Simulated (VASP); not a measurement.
Calculation: PBE GGA, VASP's PBE PAW potentials (set 64) (plane waves; VASP).

VASP ran on this input.

### INCAR
```
! general
SYSTEM  = Ga2O3
PREC    = Accurate
ENCUT   = 400
LREAL   = .False.
LASPH   = .True.
NBANDS  = 48

! electronic loop
EDIFF   = 1E-6
NELM    = 100
ALGO    = Normal
LMAXMIX = 4

! smearing
ISMEAR  = 0
SIGMA   = 0.01

! functional
GGA     = PE

! ions
ISIF    = 2

! output
LWAVE   = .False.
LCHARG  = .False.
```

**POSCAR**
```
Ga2O3
1
    6.1402350000    -1.5237850000     0.0000000000
    6.1402350000     1.5237850000     0.0000000000
   -1.3841270000     0.0000000000     5.6503500000
Ga O
4 6
Direct
  0.3411600000   0.3411600000   0.6852700000
  0.6588400000   0.6588400000   0.3147300000
  0.9095300000   0.9095300000   0.2052100000
  0.0904700000   0.0904700000   0.7947900000
  0.5035300000   0.5035300000   0.7433400000
  0.4964700000   0.4964700000   0.2566600000
  0.8266300000   0.8266300000   0.4367700000
  0.1733700000   0.1733700000   0.5632300000
  0.1645000000   0.1645000000   0.1091500000
  0.8355000000   0.8355000000   0.8908500000
```

### KPOINTS
```
Automatic mesh
0
Gamma
6 6 3
0 0 0
```

POTCAR, in this order: Ga_d O (PBE.64 set). Program: vasp_std.

Output of the run:

**OSZICAR**
```
       N       E                     dE             d eps       ncg     rms          rms(c)
DAV:   1     0.112171498573E+04    0.11217E+04   -0.36031E+04  3672   0.288E+03
DAV:   2     0.159424737403E+03   -0.96229E+03   -0.94389E+03  3632   0.786E+02
DAV:   3    -0.521560945101E+02   -0.21158E+03   -0.20584E+03  3656   0.250E+02
DAV:   4    -0.684276061998E+02   -0.16272E+02   -0.16213E+02  4504   0.785E+01
DAV:   5    -0.687386987405E+02   -0.31109E+00   -0.31032E+00  3880   0.108E+01    0.173E+01
DAV:   6    -0.595818901243E+02    0.91568E+01   -0.42670E+01  6120   0.688E+01    0.508E+00
DAV:   7    -0.597475434026E+02   -0.16565E+00   -0.33468E+00  3760   0.104E+01    0.346E+00
DAV:   8    -0.597154141435E+02    0.32129E-01   -0.56593E-01  4848   0.737E+00    0.103E+00
DAV:   9    -0.596902357667E+02    0.25178E-01   -0.13774E-01  5024   0.468E+00    0.285E-01
DAV:  10    -0.596909777610E+02   -0.74199E-03   -0.24206E-02  4984   0.163E+00    0.136E-01
DAV:  11    -0.596914592982E+02   -0.48154E-03   -0.37114E-03  4040   0.875E-01    0.988E-02
DAV:  12    -0.596915311364E+02   -0.71838E-04   -0.18490E-03  4784   0.568E-01    0.342E-02
DAV:  13    -0.596915312698E+02   -0.13341E-06   -0.29912E-04  5120   0.211E-01    0.196E-02
DAV:  14    -0.596915335194E+02   -0.22497E-05   -0.14064E-04  4448   0.117E-01    0.854E-03
DAV:  15    -0.596915337362E+02   -0.21679E-06   -0.17445E-05  4104   0.562E-02    0.509E-03
DAV:  16    -0.596915338107E+02   -0.74486E-07   -0.55119E-06  3280   0.283E-02
   1 F= -.59691534E+02 E0= -.59691534E+02  d E =-.131903E-31
```

OUTCAR:
```
------------------------ aborting loop because EDIFF is reached ----------------------------------------
  FORCE on cell =-STRESS in cart. coord.  units (eV):
  Direction    XX          YY          ZZ          XY          YZ          ZX
  --------------------------------------------------------------------------------------
  Total        0.8601145      1.2568087      0.8775697      0.0000000      0.0000000      0.1120349
  in kB       13.0332530     19.0443312     13.2977502      0.0000000      0.0000000      1.6976571
  external PRESSURE =      15.1251115 kB  Pullay stress =       0.0000000 kB
  volume of cell :      105.73
      direct lattice vectors                 reciprocal lattice vectors
     6.140235000 -1.523785000  0.000000000     0.081430108 -0.328130281  0.019947368
     6.140235000  1.523785000  0.000000000     0.081430108  0.328130281  0.019947368
    -1.384127000  0.000000000  5.650350000     0.000000000  0.000000000  0.176980187
 POSITION                                       TOTAL-FORCE (eV/Angst)
 -----------------------------------------------------------------------------------
      3.24110      0.00000      3.87202         0.039941      0.000000      0.057245
      7.65524      0.00000      1.77833        -0.039941      0.000000     -0.057245
     10.88542      0.00000      1.15951         0.018695      0.000000     -0.026655
      0.01092      0.00000      4.49084        -0.018695      0.000000      0.026655
      5.15471      0.00000      4.20013         0.001233      0.000000     -0.023997
      5.74163      0.00000      1.45022        -0.001233      0.000000      0.023997
      9.54686      0.00000      2.46790         0.049782      0.000000     -0.002670
      1.34948      0.00000      3.18245        -0.049782      0.000000      0.002670
      1.86906      0.00000      0.61674         0.157506      0.000000     -0.010327
      9.02728      0.00000      5.03361        -0.157506      0.000000      0.010327
 -----------------------------------------------------------------------------------
    total drift:                                0.000000     -0.000000      0.000000
  FREE ENERGIE OF THE ION-ELECTRON SYSTEM (eV)
  ---------------------------------------------------
  free  energy   TOTEN  =       -59.6915338107 eV

  energy  without entropy=      -59.6915338107  energy(sigma->0) =      -59.69153381
```
(Selected blocks of OUTCAR.)

OUTCAR:
```
 val. band max:        3.7562396091   @ k =   0.0000   0.0000   0.0000

 cond. band min:       6.0737141956   @ k =   0.0000   0.0000   0.0000


 Fermi energy:         3.8359574902

 k-point     1 :       0.0000    0.0000    0.0000
  band No.  band energies     occupation
      1     -15.1026      2.00000
      2     -13.9322      2.00000
      3     -13.9182      2.00000
      4     -13.8182      2.00000
      5     -13.3499      2.00000
      6     -13.3281      2.00000
      7      -9.0868      2.00000
      8      -9.0528      2.00000
      9      -9.0475      2.00000
     10      -8.9983      2.00000
     11      -8.8744      2.00000
     12      -8.8680      2.00000
     13      -8.8598      2.00000
     14      -8.8506      2.00000
     15      -8.7992      2.00000
     16      -8.6701      2.00000
     17      -8.6657      2.00000
     18      -8.6584      2.00000
     19      -8.6288      2.00000
     20      -8.6177      2.00000
     21      -8.5976      2.00000
     22      -8.5894      2.00000
     23      -8.5331      2.00000
     24      -8.4555      2.00000
     25      -8.3051      2.00000
     26      -8.2618      2.00000
     27      -3.2110      2.00000
     28      -2.1398      2.00000
     29      -0.9757      2.00000
     30      -0.3721      2.00000
     31       0.2885      2.00000
     32       1.1459      2.00000
     33       1.2167      2.00000
     34       1.5597      2.00000
     35       1.7934      2.00000
     36       1.9091      2.00000
     37       2.1419      2.00000
     38       2.1846      2.00000
     39       2.8286      2.00000
     40       3.0887      2.00000
     41       3.0904      2.00000
     42       3.2914      2.00000
     43       3.4941      2.00000
     44       3.7562      2.00000
     45       6.0737      0.00000
     46       9.3874      0.00000
     47      10.4370      0.00000
     48      10.4712      0.00000

 k-point     2 :       0.1667    0.0000    0.0000
  band No.  band energies     occupation
...
```

At this cut-off the stress carries a Pulay error, which pulls relaxed volumes low.

The structure comes from a computed database's Ga2O3 entry; how it stands against other phases isn't given here. The cell was not relaxed at this level. The run is one of a series of settings (NBANDS = 48 against the base run), some of them coarse on purpose.
